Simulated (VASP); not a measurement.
An input for Ansatz (written as the equivalent of a VASP run, and not itself run):

Ansatz 0.2 input:
```yaml
crystal:
  lattice:
    - [1.5151385, -2.6242972, 0.0000000]
    - [1.5151385, 2.6242972, 0.0000000]
    - [0.0000000, 0.0000000, 5.6287337]
  atoms:
    - { symbol: Cd, position: [0.3333330, 0.6666670, 0.2500000] }
    - { symbol: Cd, position: [0.6666670, 0.3333330, 0.7500000] }
kpoints:
  mp_grid: { grid: [12, 12, 6] }
hamiltonian:
  xc: pbe
  pseudopotentials: { kind: paw }
scf:
  occupations: { method: methfessel_paxton, width: 0.1 }
  max_iter: 100
relax:
  max_steps: 60
  f_tol: 0.01
  cell: {}
output: { forces: true, stress: true, eigenvalues: true }
```

**Question.** Translate this input to VASP (INCAR, KPOINTS, POSCAR, choice of POTCAR).

**Answer.** Several could match; the one computed here: 
### KPOINTS
```
Automatic mesh
0
G
  12 12 6
0 0 0
```

File POSCAR:
```
Cd
1
    1.5151385374    -2.6242972390     0.0000000000
    1.5151385374     2.6242972390     0.0000000000
    0.0000000000    -0.0000000000     5.6287336705
Cd
2
Direct
  0.3333330000   0.6666670000   0.2500000000
  0.6666670000   0.3333330000   0.7500000000
```

INCAR:
```
ALGO = Normal
EDIFF = 1E-6
EDIFFG = -0.01
ENCUT = 400
GGA = PE
IBRION = 2
ISIF = 3
ISMEAR = 1
LASPH = T
LCHARG = F
LMAXMIX = 4
LREAL = F
LWAVE = F
NELM = 100
NSW = 60
PREC = Accurate
SIGMA = 0.1
SYSTEM = Cd
```

POTCAR, in this order: Cd (PBE.64 set). Program: vasp_std.

Limits of the translation: each code has its own PAW files, so the cut-off isn't converted (ENCUT is set for VASP's; basis.ecutwfc is left out, and Ansatz then takes the one that its files recommend); Ansatz stops its SCF on the density residual and VASP on the energy change (EDIFF).

The compound is Cd in the hcp structure. This run relaxes it. Symmetry was kept, so distortions that lower it aren't found. The start is the result of an earlier pass.
